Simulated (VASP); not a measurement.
Write the native input for VASP 6.6.1 that does the following.

```
Task                   : relaxation of cell and atoms
Functional             : PBE
Potentials or basis    : VASP PAW PBE potentials, release 64 (Si)
Cutoff                 : 520 eV
k mesh                 : 10 × 10 × 10
Occupations            : gaussian, width 0.02 eV
Spin                   : no spin polarisation
Further INCAR settings : ALGO = Normal; EDIFF = 0.05; IBRION = 2; EDIFFG = -0.002; NSW = 80; ISIF = 3
```

The structure of Si lies in POSCAR:

```
Si
1.0
    0.0000000000      2.7135600000      2.7135600000
    2.7135600000      0.0000000000      2.7135600000
    2.7135600000      2.7135600000      0.0000000000
Si
2
Direct
    0.7500000000      0.7500000000      0.7500000000
    0.5000000000      0.5000000000      0.5000000000
```

The input as run:

INCAR

```
SYSTEM = Si
ALGO = Normal ; EDIFF = 0.05
EDIFFG = -0.002 ; ENCUT = 520
GGA = PE ; IBRION = 2
ISIF = 3 ; ISMEAR = 0
LASPH = .TRUE. ; LCHARG = .FALSE.
LREAL = .FALSE. ; LWAVE = .FALSE.
NELM = 60 ; NSW = 80
PREC = Accurate ; SIGMA = 0.02
```

KPOINTS

```
k-points
0
G
  10 10 10
  0 0 0
```

Potentials or basis: VASP PAW PBE potentials, release 64 (Si).

The run is started by

```console
$ cat potpaw_PBE.64/Si/POTCAR > POTCAR
$ mpirun -np 1 vasp_std > vasp.out
```

Results of the run:

The relaxed volume is 20.44 Å³/atom, the relaxed cell is a = 3.867 Å, b = 3.867 Å, c = 3.867 Å, α = 60.00°, β = 60.00°, γ = 60.00° and the space group after relaxing (to 0.05 Å) is Fd-3m (No. 227). The energy gained by relaxing is 3.1 meV/atom and the ionic steps are 18. The pressure after relaxing is 0.0 GPa and the band gap on the k mesh is 0.62 eV, indirect (least direct gap 2.56 eV).

Run time: 55 s on 1 thread of AMD EPYC 7R13 Processor (Zen 3), on a shared host, peak memory 0.13 GiB.
